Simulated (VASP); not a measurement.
Data:

```
AlTi
1.0
    2.81480     0.00000     0.00000
    0.00000     2.81480     0.00000
    0.00000     0.00000     4.05023
Ti Al
1 1
Direct
  0.00000   0.00000   0.00000
  0.50000   0.50000   0.50000
```

Computed with r2SCAN meta-GGA, VASP's PBE PAW potentials (set 64) (plane waves; VASP). Run with 480 eV cut-off, 12×12×8 Γ-centred mesh, first-order Methfessel-Paxton smearing of 0.10 eV, potentials Ti_sv Al.

Energy and stress use the plane-wave basis of the starting cell.

Q: The ions, cell shape and volume at an external pressure of 20.0 GPa are relaxed. What does this cell relax into?

A: 
```
AlTi
1.0
    2.69880     0.00000     0.00000
    0.00000     2.69880     0.00000
    0.00000     0.00000     3.88018
Ti Al
1 1
Cartesian
  0.00000   0.00000   3.88018
  1.34940   1.34940   1.94009
```
Space group P4/mmm (123), at a tolerance of 0.03 Å.

Q: How do energy and volume change from the first to the last step?

A: The energy (σ→0) changes by +108.7 meV/atom and the volume by -11.9 %, in 9 ionic steps.

The compound is TiAl in the L1_0 structure. This run relaxes it under an external pressure of 20 GPa. Symmetry was kept, so distortions that lower it aren't found. The electron count is odd and the run is not spin-polarised, which forces a metal.
